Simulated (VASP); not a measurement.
A convergence study with VASP on CeO2 (fluorite): one setting is varied, all else stays as given below, so the limit is that of these other settings. Each run relaxes cell and ions from the cell shown.

```xyz
3
Lattice="0.0000 2.7050 2.7050 2.7050 0.0000 2.7050 2.7050 2.7050 0.0000" Properties=species:S:1:pos:R:3 pbc="T T T"
Ce     0.0000     0.0000     0.0000
O      1.3525     1.3525     1.3525
O      4.0575     4.0575     4.0575
```

Computed with LDA (Ceperley-Alder, Perdew-Zunger), VASP's LDA PAW potentials (set 64) (plane waves; VASP). The tightest run used: 700 eV cut-off, 11×11×11 Γ-centred mesh, Gaussian smearing of 0.050 eV, potentials Ce O.

Gaps are read on the run's mesh, which can miss a band edge.

```tsv
setting	relaxed volume (Å³/atom)	E (eV/atom)	gap on the mesh (eV)	irreducible k-points
2×2×2 mesh	13.054	-9.5443	2.657	3
3×3×3 mesh	12.839	-9.6207	2.138	4
4×4×4 mesh	12.841	-9.6224	1.948	8
```

**Question.** These are the cheaper rows. Estimate the results at 11×11×11 mesh, and how far the last row shown lies from them.

**Answer.** 
| quantity | tightest run | last row shown is off by |
|---|---|---|
| relaxed volume (Å³/atom) | 12.843 | -0.002 |
| E (eV/atom) | -9.6226 | 0.0002 |
| gap on the mesh (eV) | 1.947 | 0.001 |

Left out are rungs that failed or repeat a setting and relaxations that didn't move; long series are thinned to 24 rows.

The compound is CeO2 in the fluorite structure. The run is not spin-polarised, so no magnetic state was tried.
